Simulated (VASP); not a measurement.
Energy against volume of ZrC (rock salt). Method: revTPSS meta-GGA, VASP's PBE PAW potentials (set 64) (plane waves; VASP).

```json
[
 {"V (Å³/atom)": "12.180", "E (eV/atom)": "-4.99670"},
 {"V (Å³/atom)": "12.568", "E (eV/atom)": "-5.02475"},
 {"V (Å³/atom)": "12.957", "E (eV/atom)": "-5.03353"},
 {"V (Å³/atom)": "13.346", "E (eV/atom)": "-5.02574"},
 {"V (Å³/atom)": "13.735", "E (eV/atom)": "-5.00370"}
]
```

### Question
Fit a third-order Birch-Murnaghan equation of state.

### Answer

```json
{
 "volume_per_atom": "12.96 Å³/atom",
 "bulk_modulus": "227 GPa",
 "pressure_derivative_of_the_bulk_modulus": "4.02",
 "lattice_constant_a": "469.8 pm"
}
```

Measured: a 4.696 Å (computed value off by +0.0 %), as given by Guo-Xu Zhang et al., New Journal of Physics (2018), doi:10.1088/1367-2630/aac7f0. The calculation is for a static lattice, while the measured a holds thermal and zero-point effects, which are part of the difference.

The compound is ZrC in the rock salt structure. It was relaxed first.
